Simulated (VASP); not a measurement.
Runs of VASP 6.6.1 on Si48H16CF4. The cell holds a slab with vacuum, 69 atoms: a = 10.862 Å, b = 10.862 Å, c = 23.428 Å, α = 90.00°, β = 90.00°, γ = 90.00°. The cell was built by a generator and needn't be a form met in nature.

```tsv
level	potentials or basis	gap on the mesh (eV)	largest force (eV/Å)
LDA	VASP PAW LDA potentials, release 64 (Si, H, C, F)	(a)	0.85
PBEsol	VASP PAW PBE potentials, release 64 (Si, H, C, F)	(c)	(b)
rev-vdW-DF2	VASP PAW PBE potentials, release 64 (Si, H, C, F)	0.44	0.36
RPBE+D3(BJ)	VASP PAW PBE potentials, release 64 (Si, H, C, F)	0.46	0.68
RPBE	VASP PAW PBE potentials, release 64 (Si, H, C, F)	0.46	0.43
optB86b-vdW	VASP PAW PBE potentials, release 64 (Si, H, C, F)	0.45	0.35
```

Alike in all rows: task single point; no spin polarisation; cell as given; k mesh 1 × 1 × 1; cutoff (eV) 400; smearing gaussian 0.05 eV.

Estimate the missing entries.

(a) 0.42; (b) 0.41; (c) 0.43.

Caveats: the PAW data sets were made with another functional, which shifts forces and pressure a little (some runs).

A k mesh can miss the band edges.

Runs at the PBE level aren't shown here.
